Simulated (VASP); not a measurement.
Calculation: vdW-DF2, VASP's PBE PAW potentials (set 64) (plane waves; VASP 6.6.1).

The input files of a VASP run:

File KPOINTS:
```
Automatic mesh
0
G
10 10 10
0 0 0
```

**INCAR**
```
SYSTEM = Ca
PREC = Accurate; ENCUT = 520; LREAL = F
LASPH = T
EDIFF = 1E-6; NELM = 100; ALGO = Normal
ISMEAR = 1; SIGMA = 0.1
GGA = ML; LUSE_VDW = T; AGGAC = 0.0
ZAB_VDW = -1.8867
IBRION = 2; NSW = 60; ISIF = 3
EDIFFG = -0.01
LWAVE = F; LCHARG = F
```

POSCAR:
```
Ca
1
    0.0000000000     2.7457970045     2.7457970045
    2.7457970045     0.0000000000     2.7457970045
    2.7457970045     2.7457970045     0.0000000000
Ca
1
Direct
  0.0000000000   0.0000000000   0.0000000000
```

POTCAR, in this order: Ca_sv (PBE.64 set). Program: vasp_std.

Problem. What does the run give for the energy per atom (σ→0), band gap (on the k-mesh)?

Solution. 
| Item | Value |
|---|---|
| energy per atom (σ→0) | 652 meV/atom |
| band gap (on the k-mesh) | none (metal, semimetal or under 0.01 eV) |

OSZICAR:
```
...
DAV:   6     0.652944378646E+00    0.13260E-01   -0.34886E-02  1026   0.177E+00    0.115E+00
DAV:   7     0.651713692777E+00   -0.12307E-02   -0.28444E-02  1020   0.164E+00    0.199E-01
DAV:   8     0.652037029837E+00    0.32334E-03   -0.31621E-03   992   0.683E-01    0.371E-02
DAV:   9     0.651934550373E+00   -0.10248E-03   -0.54262E-04  1304   0.211E-01    0.603E-02
DAV:  10     0.651968318935E+00    0.33769E-04   -0.15667E-04  1008   0.155E-01    0.586E-03
DAV:  11     0.651969866537E+00    0.15476E-05   -0.82791E-06  1453   0.228E-02    0.220E-03
DAV:  12     0.651970789915E+00    0.92338E-06   -0.24036E-07   621   0.454E-03
   1 F= 0.65197079E+00 E0= 0.65245304E+00  d E =0.651971E+00
```

The compound is Ca in the fcc structure. It was relaxed first. The start is the result of an earlier pass.
